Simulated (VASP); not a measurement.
Here is the system:

```
SrTe
1.0
    0.00000     2.89743     2.89743
    2.89743     0.00000     2.89743
    2.89743     2.89743     0.00000
Sr Te
1 1
Direct
  0.00000   0.00000   0.00000
  0.50000   0.50000   0.50000
```

Level of theory: LDA (Ceperley-Alder, Perdew-Zunger), VASP's LDA PAW potentials (set 64) (plane waves; VASP). Settings: 500 eV cut-off, 11×11×11 Γ-centred mesh, first-order Methfessel-Paxton smearing of 0.10 eV, potentials Sr_sv Te.

Unless said otherwise, spin-orbit coupling is left out, though it shifts the bands of the heavy elements here.

**Question.** Estimate the energy per atom (σ→0), pressure, band gap (on the k-mesh) with the smallest direct gap where there is one.

**Answer.** 
The band gap (on the k-mesh) is none (metal, semimetal or under 0.01 eV) and the energy per atom (σ→0) is -3902 meV/atom. The pressure comes out as 299.6 kbar.

Only differences to runs with the same potentials and settings are physical.

The compound is SrTe in the rock salt structure. It was relaxed first under an external pressure of 30 GPa.
